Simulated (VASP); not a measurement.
The system is WC.

```
W C
1.0
     2.88207    0.00000    0.00000
    -1.44104    2.49595    0.00000
     0.00000    0.00000    2.82387
W C
1 1
Direct
  0.00000 0.00000 0.00000
  0.66667 0.33333 0.50000
```

* Program: VASP 6.6.1
* Task: relaxation of cell and atoms
* Functional: r2SCAN
* Potentials or basis: VASP PAW PBE potentials, release 64 (W_sv, C)
* Cutoff: 600 eV
* k mesh: 18 × 18 × 14
* Occupations: gaussian, width 0.1 eV
* Spin: no spin polarisation

At the start: pressure 12.4 GPa; volume 10.16 Å³/atom.

Problem. How do energy, volume and symmetry change on relaxing?

Solution. Over 6 steps the energy falls by 11.8 meV/atom and the volume is 10.46 Å³/atom (+3.0 %); space group P-6m2 (No. 187, to 0.05 Å).

The path:
```csv
step,energy change (eV),largest force (eV/Å),pressure (GPa),volume (Å³)
1,0.0000,0.0000,12.44,20.31
2,0.1444,0.0000,-27.87,22.72
3,-0.0232,0.0000,-0.52,20.94
4,-0.0232,0.0000,-0.16,20.92
5,-0.0232,0.0000,0.17,20.92
6,-0.0237,0.0000,-0.01,20.92
```

Final structure:
```xyz
2
Lattice="2.9164 0.0000 0.0000 -1.4582 2.5256 0.0000 0.0000 0.0000 2.8405" Properties=species:S:1:pos:R:3 pbc="T T T"
W     0.0000    0.0000    0.0000
C     1.4582    0.8419    1.4203
```

Caveat: the PAW data sets were made with another functional, which shifts forces and pressure a little.
